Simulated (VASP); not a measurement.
Input:

```
CELL_PARAMETERS angstrom
      7.81165     0.00000     0.00000
      0.00000     3.79847     0.00000
      0.00000     0.00000     5.61184
ATOMIC_POSITIONS crystal
  Er 0.67979 0.25000 0.88476
  Er 0.32021 0.75000 0.11524
  Er 0.82021 0.75000 0.38476
  Er 0.17979 0.25000 0.61524
  Si 0.53853 0.25000 0.37001
  Si 0.46147 0.75000 0.62999
  Si 0.96147 0.75000 0.87001
  Si 0.03853 0.25000 0.12999
```

Method: r2SCAN meta-GGA, VASP's PBE PAW potentials (set 64) (plane waves; VASP). Numerical set-up: 400 eV cut-off, 5×9×6 Γ-centred mesh, tetrahedra with Blöchl corrections, potentials Er_3 Si.

The 4f electrons are frozen in the core of the lanthanide potential, so 4f levels, which can set the real gap, and their magnetism are missing.

Problem. Estimate the energy per atom (σ→0), band gap (over mesh and band path) with the smallest direct gap where there is one.

Solution. 
band gap (over mesh and band path): none (metal, semimetal or under 0.01 eV)
energy per atom (σ→0): -22.235 eV/atom

Total energies compare only between runs with the same potentials, cut-off and functional.

The structure comes from a computed database's ErSi entry (Pnma); how it stands against other phases isn't given here. It was relaxed first.
